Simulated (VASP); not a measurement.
```xyz
1
Lattice="0.0000 1.9000 1.9000 1.9000 0.0000 1.9000 1.9000 1.9000 0.0000" Properties=species:S:1:pos:R:3 pbc="T T T"
Rh     0.0000     0.0000     0.0000
```

Computed with vdW-DF2, VASP's PBE PAW potentials (set 64) (plane waves; VASP). Numerical set-up: 520 eV cut-off, 15×15×15 Γ-centred mesh, first-order Methfessel-Paxton smearing of 0.10 eV, potentials Rh_pv.

Energy and stress use the plane-wave basis of the starting cell.

**Question.** The ions, cell shape and volume are relaxed. Give the cell that the relaxation ends in.

**Answer.** 
```xyz
1
Lattice="0.0000 1.9715 1.9715 1.9715 0.0000 1.9715 1.9715 1.9715 0.0000" Properties=species:S:1:pos:R:3 pbc="T T T"
Rh     0.0000     0.0000     0.0000
```
Space group Fm-3m (225), at a tolerance of 0.03 Å.

**Question.** How do energy and volume change from the first to the last step?

**Answer.** The energy (σ→0) changes by -130.0 meV/atom and the volume by +11.7 %, in 17 ionic steps.

```tsv
step	E(σ→0) (eV)	max force (eV/Å)	pressure (GPa)	volume (Å³)
1	-2.8636	0.000	29.04	13.72
2	-2.6089	0.000	-24.70	19.27
3	-2.9929	0.000	-1.72	15.47
4	-2.9936	0.000	-0.29	15.36
5	-2.9937	0.000	0.15	15.32
6	-2.9937	0.000	0.14	15.32
7	-2.9937	0.000	0.14	15.32
8	-2.9937	0.000	0.13	15.32
9	-2.9937	0.000	0.13	15.32
10	-2.9937	0.000	0.13	15.32
11	-2.9937	0.000	0.13	15.32
12	-2.9937	0.000	0.13	15.32
13	-2.9937	0.000	0.13	15.32
14	-2.9937	0.000	0.13	15.32
15	-2.9937	0.000	0.13	15.32
16	-2.9937	0.000	0.12	15.32
17	-2.9937	0.000	0.09	15.33
```

The compound is Rh in the fcc structure. This run relaxes it. Symmetry was kept, so distortions that lower it aren't found.
